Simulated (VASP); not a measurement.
Write the native input for VASP 6.6.1 that does the following.

```
Task                   : relaxation of cell and atoms
Functional             : PBE
Potentials or basis    : VASP PAW PBE potentials, release 64 (W_sv, Cu)
Cutoff                 : 600 eV
k mesh                 : 6 × 6 × 6
Occupations            : fermi-dirac, width 0.1 eV
Spin                   : no spin polarisation
Dipole correction      : no
Further INCAR settings : ALGO = Normal; EDIFF = 1e-06; IBRION = 2; EDIFFG = -0.01; NSW = 60; ISIF = 3
```

The structure of CuW lies in POSCAR:

```
CuW
1.0
    2.9671120000      0.0000000000      0.0000000000
    0.0000000000      2.9671120000      0.0000000000
    0.0000000000      0.0000000000      2.9671120000
W Cu
1 1
Direct
    0.0000000000      0.0000000000      0.0000000000
    0.5000000000      0.5000000000      0.5000000000
```

The cell was built by a generator and needn't be a form met in nature.

The input as run:

INCAR

```
SYSTEM = CuW
ALGO     = Normal         ! electronic algorithm
EDIFF    = 1E-6           ! SCF threshold, eV
EDIFFG   = -0.01          ! ionic threshold
ENCUT    = 600            ! plane-wave cutoff, eV
GGA      = PE             ! functional
IBRION   = 2              ! ionic algorithm
ISIF     = 3              ! what is computed and relaxed
ISMEAR   = -1             ! smearing method
LASPH    = .TRUE.         ! aspherical terms in the spheres
LCHARG   = .FALSE.        ! write CHGCAR
LREAL    = .FALSE.        ! projectors in reciprocal space
LWAVE    = .FALSE.        ! write WAVECAR
NELM     = 80             ! most SCF steps
NSW      = 60             ! ionic steps
PREC     = Accurate       ! precision mode
SIGMA    = 0.1            ! smearing width, eV
```

KPOINTS

```
k-points
0
G
  6 6 6
  0 0 0
```

Potentials or basis: VASP PAW PBE potentials, release 64 (W_sv, Cu).

Launch:

```console
$ cat potpaw_PBE.64/W_sv/POTCAR potpaw_PBE.64/Cu/POTCAR > POTCAR
$ mpirun -np 1 vasp_std > vasp.out
```

Results of the run:

| Property | Result |
| --- | --- |
| Relaxed volume | 14.03 Å³/atom |
| Relaxed cell | a = 3.039 Å, b = 3.039 Å, c = 3.039 Å, α = 90.00°, β = 90.00°, γ = 90.00° |
| Space group after relaxing (to 0.05 Å) | Pm-3m (No. 221) |
| Energy gained by relaxing | 56.1 meV/atom |
| Ionic steps | 6 |
| Pressure after relaxing | 0.0 GPa |
| Band gap on the k mesh | none (metal or under the smearing width) |

Run time: 30 s on 1 thread of Intel(R) Xeon(R) Platinum 8488C (Sapphire Rapids), with other jobs on the host, peak memory 0.14 GiB.
